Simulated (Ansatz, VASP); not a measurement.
**TiTe3Se in VASP and in Ansatz**

The input INCAR:

```
  ALGO = Normal
  EDIFF = 1E-7
  ENCUT = 520
  GGA = PE
  ISIF = 2
  ISMEAR = 0
  ISPIN = 2
  LASPH = True
  LCHARG = False
  LMAXMIX = 4
  LORBIT = 11
  LREAL = False
  LWAVE = False
  MAGMOM = 1 0 0 0 0
  NBANDS = 30
  NELM = 150
  PREC = Accurate
  SIGMA = 0.1
```

The input KPOINTS:

```
k-points
0
Gamma
  3 3 3
```

File POSCAR:

```
TiTe3Se
1.0
    3.6581269500      2.1120205800      3.4269923000
   -3.6581269500      2.1120205800      3.4269923000
    0.0000000000     -4.2240411600      3.4269923000
Ti Te Se
1 3 1
Direct
    0.0000000000      0.0000000000      0.0000000000
    0.0000000000      0.0000000000      0.5000000000
    0.5000000000      0.0000000000      0.0000000000
    0.0000000000      0.5000000000      0.0000000000
    0.5000000000      0.5000000000      0.5000000000
```

Input for Ansatz:

```yaml
crystal:
  lattice:
    - [3.65812695, 2.11202058, 3.4269923]
    - [-3.65812695, 2.11202058, 3.4269923]
    - [0.0, -4.22404116, 3.4269923]
  atoms:
    - { symbol: Ti, position: [0.0, 0.0, 0.0], spin: 1.0 }
    - { symbol: Te, position: [0.0, 0.0, 0.5] }
    - { symbol: Te, position: [0.5, 0.0, 0.0] }
    - { symbol: Te, position: [0.0, 0.5, 0.0] }
    - { symbol: Se, position: [0.5, 0.5, 0.5] }
basis:
  ecutwfc: 420
kpoints:
  mp_grid: { grid: [3, 3, 3] }
hamiltonian:
  xc: pbe
scf:
  occupations: { method: gaussian, width: 0.1 }
  lower_state_search: "off"
output:
  forces: true
  stress: true
  eigenvalues: true
  populations: true
magnetization:
  spin_polarized: true
```

Alike in both runs: task single point; functional PBE; k mesh 3 × 3 × 3; occupations gaussian, width 0.1 eV; collinear spin.

|  | VASP | Ansatz |
| --- | --- | --- |
| version | VASP 6.6.1 | Ansatz 0.2.0 |
| potentials or method | VASP PAW PBE potentials, release 64 (Ti_sv, Te, Se) | scalar-relativistic, plane waves, PAW |
| plane-wave cutoff (eV) | 520 | 420 |
| valence electrons in the cell | 36 | 76 |

Ansatz gave:

- gap on the k mesh at the Fermi level (eV): none
- pressure (GPa): -3.1
- largest component of the traceless stress (GPa): 1.21
- net moment per atom (μB): 0.20
- size of the moment on the site where the two differ most (μB): 0.54

**Question.** What did VASP give for the same quantities?

**Answer.** gap on the k mesh at the Fermi level (eV): none; pressure (GPa): -3.3; largest component of the traceless stress (GPa): 1.18; net moment per atom (μB): 0.00; size of the moment on the site where the two differ most (μB): 0.00.

The net moments differ so much that the two runs ended in different magnetic states, which moves the other rows too. Site moments also hang on the region over which each program counts them. A gap of «none» marks a metal or a gap that the smearing closes. The two sets of potentials don't hold the same shells in valence.

Caveats: the k mesh is coarse (spacing up to 0.39 Å⁻¹), so the values aren't converged. Spin-orbit coupling is left out, which matters for the levels of Te.
